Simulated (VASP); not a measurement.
**The Sommerfeld expansion tested on WC**

Wanted: TS, pressure and Fermi level of WC against the smearing width, on one dense mesh.

Method: PBEsol; plane waves and PAW (W_sv, C), in the first sound run; inputs show where later runs differ, in VASP 6.6.1.

### 1. Starting point

It takes space group P-6m2 (No. 187, hexagonal). The conventional cell has a = 2.901 Å, b = 2.901 Å, c = 2.829 Å, α = 90.00°, β = 90.00°, γ = 120.00°. W has 6 C at 2.19 Å nearest. Nearest to C lie 6 W at 2.19 Å. Farther neighbours are not listed.

Structure file:

```cif
data_structure
_symmetry_space_group_name_H-M 'P 1'
_symmetry_Int_Tables_number 1
_cell_length_a 2.9005
_cell_length_b 2.9005
_cell_length_c 2.8290
_cell_angle_alpha 90.000
_cell_angle_beta 90.000
_cell_angle_gamma 120.000
_cell_volume 20.61
loop_
_atom_site_label
_atom_site_type_symbol
_atom_site_fract_x
_atom_site_fract_y
_atom_site_fract_z
_atom_site_occupancy
W1 W 0.00000 0.00000 0.00000 1
C2 C 0.66667 0.33333 0.50000 1
```

### 2. Relax the crystal, PBEsol

The cell is relaxed and then held.

Level: PBEsol; plane waves and PAW (W_sv, C).

Contents of INCAR:

```
SYSTEM = WC
PREC = Accurate
ENCUT = 520
EDIFF = 1E-07
NELM = 120
ISMEAR = 1
SIGMA = 0.15
LREAL = .FALSE.
ALGO = Normal
GGA = PS
NBANDS = 15
LASPH = .TRUE.
LORBIT = 11
LWAVE = .FALSE.
LCHARG = .FALSE.
KPAR = 8
IBRION = 2
NSW = 40
ISIF = 3
EDIFFG = -0.005
POTIM = 0.4
```

Contents of POSCAR:

```
WC
1.0
    2.9005014400      0.0000000000      0.0000000000
   -1.4502507200      2.5119079300      0.0000000000
    0.0000000000      0.0000000000      2.8290000000
W C
1 1
Direct
    0.0000000000      0.0000000000      0.0000000000
    0.6666666670      0.3333333330      0.5000000000
```

Contents of KPOINTS:

```
Automatic mesh
0
Gamma
17 17 15
0 0 0
```

Potentials, in the order of the species: W_sv and C (PBE family, release 64).

The run is started by

```sh
> mpirun -np 8 vasp_std
```

Output:

```text
[banner, memory and clock lines left out]
running    8 mpi-ranks, on    1 nodes
[...]
|                                                                             |
|           W    W    AA    RRRRR   N    N  II  N    N   GGGG   !!!           |
|           W    W   A  A   R    R  NN   N  II  NN   N  G    G  !!!           |
|           W    W  A    A  R    R  N N  N  II  N N  N  G       !!!           |
|           W WW W  AAAAAA  RRRRR   N  N N  II  N  N N  G  GGG   !            |
|           WW  WW  A    A  R   R   N   NN  II  N   NN  G    G                |
|           W    W  A    A  R    R  N    N  II  N    N   GGGG   !!!           |
|                                                                             |
|     For optimal performance we recommend to set                             |
|       NCORE = 2 up to number-of-cores-per-socket                            |
|     NCORE specifies how many cores store one orbital (NPAR=cpu/NCORE).      |
|     This setting can greatly improve the performance of VASP for DFT.       |
[...]
DAV:   5    -0.239000342270E+02    0.18742E-05   -0.71682E-06  9373   0.283E-02    0.441E-03
DAV:   6    -0.239000335976E+02    0.62945E-06   -0.11418E-06  9138   0.879E-03    0.651E-04
DAV:   7    -0.239000336500E+02   -0.52412E-07   -0.80335E-08  4707   0.248E-03
   2 F= -.23900034E+02 E0= -.23900126E+02  d E =0.138053E-03
 trial-energy change:    0.000138  1 .order    0.000137   -0.000251    0.000525
 step:   0.3216(harm=  0.3236)  dis= 0.00000  next Energy=   -23.900212 (dE=-0.403E-04)
[...]
N       E                     dE             d eps       ncg     rms          rms(c)
DAV:   1    -0.239011138755E+02   -0.10803E-02   -0.19819E-02  7934   0.191E+00    0.449E-01
DAV:   2    -0.239003427754E+02    0.77110E-03   -0.16574E-03  8137   0.488E-01    0.938E-02
DAV:   3    -0.239002290637E+02    0.11371E-03   -0.16550E-04  8445   0.115E-01    0.291E-02
DAV:   4    -0.239002108534E+02    0.18210E-04   -0.49606E-05  9166   0.742E-02    0.372E-02
DAV:   5    -0.239002122027E+02   -0.13493E-05   -0.32779E-06  9421   0.191E-02    0.283E-03
DAV:   6    -0.239002121221E+02    0.80577E-07   -0.48875E-07  9065   0.579E-03
   3 F= -.23900212E+02 E0= -.23900311E+02  d E =-.404190E-04
[...]
reached required accuracy - stopping structural energy minimisation
```

Run time: 37 s. Hardware: 8 MPI ranks of AMD EPYC 7R43, shared host; peak memory 1.5 GiB.

The logs omit lines about the potential files and the build; timing stands in the text.

OUTCAR, selected parts (step 2):

```text
  Total       -0.0029505     -0.0029505      0.0022783      0.0000000     -0.0000000      0.0000000
  in kB       -0.2290734     -0.2290734      0.1768876      0.0000000     -0.0000000      0.0000000
  external PRESSURE =      -0.0937530 kB  Pullay stress =       0.0000000 kB

 POSITION                                       TOTAL-FORCE (eV/Angst)
 -----------------------------------------------------------------------------------
      0.00000      0.00000      0.00000         0.000000     -0.000000      0.000000
      1.45072      0.83757      1.41526        -0.000000      0.000000      0.000000
 -----------------------------------------------------------------------------------
    total drift:                               -0.000000      0.000000     -0.000000

  FREE ENERGIE OF THE ION-ELECTRON SYSTEM (eV)
  ---------------------------------------------------
  free  energy   TOTEN  =       -23.9002121221 eV

  energy  without entropy=      -23.9005080550  energy(sigma->0) =      -23.90031077

 reached required accuracy - stopping structural energy minimisation

[... 3 further parts left out ...]
[key lines of the parts left out:]
E-fermi :  10.9669
```

Numbers from this step:

```
energy(sigma→0) of the program : -23.9003 eV
stress, compression positive   : xx, yy, zz -0.02, -0.02, 0.02 GPa
volume                         : 20.636 Å³
ionic steps                    : 3
```

### 3. Tetrahedra, PBEsol

Tetrahedra give the density of states at the Fermi level without smearing.

Level: PBEsol; plane waves and PAW (W_sv, C).

Contents of INCAR:

```
SYSTEM = WC
PREC = Accurate
ENCUT = 520
EDIFF = 1E-08
NELM = 100
ISMEAR = -5
SIGMA = 0.15
LREAL = .FALSE.
ALGO = Normal
GGA = PS
NBANDS = 25
LASPH = .TRUE.
LORBIT = 11
LWAVE = .FALSE.
LCHARG = .FALSE.
KPAR = 2
ISIF = 2
NEDOS = 3001
```

Contents of POSCAR:

```
WC
1.0
    2.9014411141      0.0000000000      0.0000000000
   -1.4507205571      2.5127217116      0.0000000000
    0.0000000000      0.0000000000      2.8305268884
W C
1 1
Direct
    0.0000000000      0.0000000000      0.0000000000
    0.6666666670      0.3333333330      0.5000000000
```

Contents of KPOINTS:

```
Automatic mesh
0
Gamma
30 30 28
0 0 0
```

The run is started by

```sh
> mpirun -np 2 vasp_std
```

Output:

```text
[banner, memory and clock lines left out]
running    2 mpi-ranks, on    1 nodes
[...]
[... a notice as in an earlier step ...]

 LDA part: xc-table for (Slater+PW92), standard interpolation
 POSCAR, INCAR and KPOINTS ok, starting setup
[...]
entering main loop
       N       E                     dE             d eps       ncg     rms          rms(c)
DAV:   1     0.128082151918E+03    0.12808E+03   -0.78544E+03 68578   0.801E+02
DAV:   2    -0.216859334306E+02   -0.14977E+03   -0.14196E+03 78484   0.259E+02
DAV:   3    -0.267901336076E+02   -0.51042E+01   -0.50657E+01 80223   0.443E+01
DAV:   4    -0.268077551671E+02   -0.17622E-01   -0.17619E-01 77188   0.270E+00
[...]
DAV:  12    -0.238999105451E+02    0.14565E-06   -0.30546E-07 82784   0.441E-03    0.893E-04
DAV:  13    -0.238999104515E+02    0.93630E-07   -0.98875E-09 61517   0.678E-04    0.685E-04
DAV:  14    -0.238999104564E+02   -0.48894E-08   -0.12227E-09 38518   0.321E-04
   1 F= -.23899910E+02 E0= -.23899910E+02  d E =0.000000E+00
|                                                                             |
|           W    W    AA    RRRRR   N    N  II  N    N   GGGG   !!!           |
|           W    W   A  A   R    R  NN   N  II  NN   N  G    G  !!!           |
|           W    W  A    A  R    R  N N  N  II  N N  N  G       !!!           |
|           W WW W  AAAAAA  RRRRR   N  N N  II  N  N N  G  GGG   !            |
|           WW  WW  A    A  R   R   N   NN  II  N   NN  G    G                |
|           W    W  A    A  R    R  N    N  II  N    N   GGGG   !!!           |
|                                                                             |
|     Tetrahedron method does not include variations of the Fermi             |
|     occupations, so forces and stress will be inaccurate. We suggest        |
|     using a different smearing scheme ISMEAR = 1 or 2 for metals in         |
|     relaxations.                                                            |
|                                                                             |
```

The job ended after 5.4 min (2 MPI ranks; peak memory 1.4 GiB).

OUTCAR, selected parts (step 3):

```text
  Total        0.0067492      0.0067492      0.0071347     -0.0000000      0.0000000      0.0000000
  in kB        0.5240042      0.5240042      0.5539338     -0.0000000      0.0000000      0.0000000
  external PRESSURE =       0.5339807 kB  Pullay stress =       0.0000000 kB

  FREE ENERGIE OF THE ION-ELECTRON SYSTEM (eV)
  ---------------------------------------------------
  free  energy   TOTEN  =       -23.8999104564 eV

  energy  without entropy=      -23.8999104564  energy(sigma->0) =      -23.89991046

[... 1 part as in an earlier step ...]

[... 3 further parts left out ...]
[key lines of the parts left out:]
E-fermi :  10.9973
```

Read from the output:

| Property | Result |
| --- | --- |
| energy(sigma→0) of the program | -23.8999 eV |

The run ends at a pressure of 0.05 GPa.

### 4. Electron temperature, PBEsol

One member in full: SIGMA = 0.075 eV.

Level: PBEsol; plane waves and PAW (W_sv, C).

INCAR: that of step 3 with these lines changed.

```diff
@@ -5,4 +5,4 @@
 NELM = 100
-ISMEAR = -5
-SIGMA = 0.15
+ISMEAR = -1
+SIGMA = 0.075
 LREAL = .FALSE.
@@ -17,2 +17 @@
 ISIF = 2
-NEDOS = 3001
```

POSCAR is that of step 3.

KPOINTS is that of step 3.

The run is started by

```sh
> mpirun -np 2 vasp_std
```

Output:

```text
[... set-up lines as in an earlier step ...]
 entering main loop
       N       E                     dE             d eps       ncg     rms          rms(c)
DAV:   1     0.128058471851E+03    0.12806E+03   -0.78544E+03 68578   0.801E+02
DAV:   2    -0.216868578180E+02   -0.14975E+03   -0.14173E+03 78484   0.259E+02
DAV:   3    -0.267910821156E+02   -0.51042E+01   -0.50654E+01 80223   0.443E+01
DAV:   4    -0.268087032285E+02   -0.17621E-01   -0.17619E-01 77188   0.270E+00
[...]
DAV:  13    -0.239026870410E+02    0.32400E-07   -0.95128E-09 61287   0.658E-04    0.665E-04
DAV:  14    -0.239026870276E+02    0.13456E-07   -0.10982E-09 38495   0.303E-04    0.351E-05
DAV:  15    -0.239026870319E+02   -0.42915E-08   -0.12981E-10 37150   0.100E-04
   1 F= -.23902687E+02 E0= -.23899930E+02  d E =-.551471E-02
```

Run time: 5.1 min. Hardware: 2 MPI ranks; peak memory 1.2 GiB.

Parts of OUTCAR (step 4):

```text
  LATTYP: Found a hexagonal cell.
 ALAT       =     2.9014411141
 C/A-ratio  =     0.9755589644

 Subroutine GETGRP returns: Found 12 space group operations
 (whereof 12 operations were pure point group operations)

The static configuration has the point symmetry D_3h.

 Found   1365 irreducible k-points:

   dimension x,y,z NGX =    24 NGY =   24 NGZ =   24
   dimension x,y,z NGXF=    48 NGYF=   48 NGZF=   48

   ENCUT  =  520.0 eV  38.22 Ry    6.18 a.u.   5.39  5.39  5.26*2*pi/ulx,y,z

   NELECT =      18.0000    total number of electrons

 E-fermi :  11.0157

 k-point     1 :       0.0000    0.0000    0.0000
  band No.  band energies     occupation
    ...
      4     -26.7917      2.00000
      5      -3.4590      2.00000
      6       6.6502      2.00000
      7       7.6567      2.00000
      8       7.6567      2.00000
      9      11.1344      0.34084
     10      14.2653      0.00000
     11      14.2653      0.00000
     12      16.7005      0.00000
     13      16.7005      0.00000
    ...

 k-point     2 :       0.0333   -0.0000    0.0000
  band No.  band energies     occupation
    ...
      5      -3.4291      2.00000
      6       6.6630      2.00000
      7       7.6106      2.00000
      8       7.6846      2.00000
      9      11.0341      0.87827
     10      14.2543      0.00000
     11      14.3757      0.00000
     12      16.6358      0.00000
     13      16.6788      0.00000
     14      17.5490      0.00000
    ...

  Total        0.0133638      0.0133638     -0.0077614     -0.0000000     -0.0000000      0.0000000
  in kB        1.0375645      1.0375645     -0.6025952     -0.0000000     -0.0000000      0.0000000
  external PRESSURE =       0.4908446 kB  Pullay stress =       0.0000000 kB

 POSITION                                       TOTAL-FORCE (eV/Angst)
 -----------------------------------------------------------------------------------
      0.00000      0.00000      0.00000         0.000000      0.000000      0.000000
      1.45072      0.83757      1.41526        -0.000000      0.000000      0.000000
 -----------------------------------------------------------------------------------
    total drift:                               -0.000000      0.000000     -0.000000

  FREE ENERGIE OF THE ION-ELECTRON SYSTEM (eV)
  ---------------------------------------------------
  free  energy   TOTEN  =       -23.9026870319 eV

  energy  without entropy=      -23.8971723259  energy(sigma->0) =      -23.89992968

 total charge
# of ion       s       p       d       tot
------------------------------------------
    1        2.353   6.432   3.430  12.215
    2        0.849   1.567   0.000   2.416
--------------------------------------------------
tot          3.201   8.000   3.430  14.631

[... 2 parts as in an earlier step ...]

[... 7 further parts left out ...]
```

This run gave:

* energy(sigma→0) of the program: -23.8999 eV
* stress, compression positive: xx, yy, zz 0.10, 0.10, -0.06 GPa

The run ends at a pressure of 0.05 GPa.

### 5. All members

The other members went through these steps as far as the tables show, on the same mesh; 6 runs are not shown. The session took 1.7 core hours (wall time by ranks) on a shared machine.

```csv
width kT (eV),temperature (K),free energy less that of the narrowest width (meV/atom),TS (meV/atom),pressure (GPa),shift of the Fermi level (eV)
0.025,290,0.000,0.323,0.035,0.000
0.050,580,-0.464,1.222,0.041,0.004
0.075,870,-1.228,2.757,0.049,0.010
0.100,1160,?,?,0.060,0.019
0.150,1741,-5.494,11.780,0.097,0.046
0.200,2321,-10.244,22.474,0.169,0.082
0.300,3481,-25.494,58.877,0.467,0.166
```

### 6. The Sommerfeld expansion

At low temperature TS = (π²/3) g (kT)², so TS, twice the difference of energy(sigma→0) and the free energy, over (π²/3)(kT)² is an effective density of states: 0.157, 0.149, 0.149, 0.159, 0.171, 0.199 states/eV/atom in the rows shown.

A least-squares parabola through the 6 rows shown, with σ the width in eV: g = 0.8307 σ² − 0.09886 σ + 0.1548 (states/eV/atom), r.m.s. residual 0.0028 states/eV/atom.

For the withheld row, σ = 0.1, the fit gives 0.153 states/eV/atom.

### 7. The withheld row

The calculation gives 0.151 states/eV/atom, so the prediction is 0.002 states/eV/atom too high.

The parabola in σ is an empirical guide, not the expansion itself. Tetrahedra give g = 0.149 states/eV/atom at the Fermi level, the limit that the series should reach at zero width.

### 8. Results

```yaml
density_of_states_at_the_fermi_level_tetrahedra: 0.15 states/eV/atom
sommerfeld_coefficient_from_it: 0.35 mJ per mole of atoms and K²
pressure_at_the_widest_setting: 0.47 GPa
error_of_the_predicted_g: 0.002 states/eV/atom
```

**Reading.** Against the tetrahedron value, the effective density of states stands at +5 % at 0.025 eV, -0 % at 0.05 eV, +1 % at 0.1 eV, +33 % at 0.3 eV. At the widest setting the states within reach are denser than those at the Fermi level. The narrowest row breaks the trend of the next ones, as mesh noise would; no test of the mesh was run. Spin-orbit coupling is left out. The bare coefficient lacks the electron-phonon enhancement of measured heat capacities.

[Lines on the potential files, build, host, timing and source positions are cut from VASP's logs without a mark.]

[Logs are printed without paths, hosts, clocks, repeated set-up lines and the standing remarks that a program may print on its own settings, such as how far it seeks lower states.]

[Hosts, paths, dates, database ids (printed as entryN), source tags and the programs' standing remarks are cut or masked in the printed files.]
